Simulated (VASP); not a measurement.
W: density of states with PBE

Crystal: W.

```
W
1.0
    -1.59321    1.59321    1.59321
     1.59321   -1.59321    1.59321
     1.59321    1.59321   -1.59321
W
1
Cartesian
  0.0000 0.0000 0.0000
```

```json
{"Program": "VASP 6.6.1", "Task": "density of states", "Functional": "PBE", "Potentials or basis": "VASP PAW PBE potentials, release 64 (W_sv)", "Cutoff": "520 eV", "k mesh": "12 × 12 × 12", "Occupations": "gaussian, width 0.1 eV", "Spin": "no spin polarisation", "k mesh for the DOS": "18 × 18 × 18", "Occupations for the DOS": "tetrahedron", "Further INCAR settings": "ALGO = Normal; EDIFF = 1e-07"}
```

The valence electrons inside the program's atomic spheres are W 12.05.

Levels at points of the mesh, in eV from the Fermi level:
| k point | band 5 | band 6 | band 7 | band 8 | band 9 | band 10 |
| --- | --- | --- | --- | --- | --- | --- |
| (0.00, 0.00, 0.00) | -9.55 | -1.22 | -1.22 | -1.22 | 2.18 | 2.18 |
| (0.50, 0.00, 0.00) | -6.17 | -3.50 | 0.58 | 2.07 | 3.02 | 5.94 |
| (0.50, 0.50, 0.50) | -5.70 | -5.70 | 4.99 | 4.99 | 4.99 | 8.06 |

States per cell in windows of 1 eV (zero at the Fermi level; states under -8 eV left out):
| from (eV) | total | W1_d | W1_p | W1_s |
| --- | --- | --- | --- | --- |
| -8.0 | 0.11 | 0.00 | 0.01 | 0.04 |
| -7.0 | 0.27 | 0.05 | 0.02 | 0.08 |
| -6.0 | 0.74 | 0.30 | 0.03 | 0.12 |
| -5.0 | 0.91 | 0.48 | 0.05 | 0.07 |
| -4.0 | 1.11 | 0.75 | 0.06 | 0.01 |
| -3.0 | 1.26 | 0.82 | 0.09 | 0.02 |
| -2.0 | 1.14 | 0.70 | 0.11 | 0.02 |
| -1.0 | 0.37 | 0.21 | 0.05 | 0.01 |
| 0.0 | 0.65 | 0.49 | 0.03 | 0.01 |
| 1.0 | 1.03 | 0.83 | 0.02 | 0.01 |
| 2.0 | 1.48 | 1.28 | 0.02 | 0.02 |
| 3.0 | 1.19 | 0.98 | 0.05 | 0.04 |
| 4.0 | 0.49 | 0.37 | 0.04 | 0.02 |
| 5.0 | 0.32 | 0.24 | 0.03 | 0.01 |
| 6.0 | 0.31 | 0.19 | 0.05 | 0.02 |
| 7.0 | 0.36 | 0.17 | 0.06 | 0.07 |

Wall time 23 s on 1 thread of Intel(R) Xeon(R) Platinum 8375C CPU @ 2.90GHz (Ice Lake), on a shared host, peak memory 0.16 GiB.

 The run has no spin-orbit coupling, so splittings on W are missing.
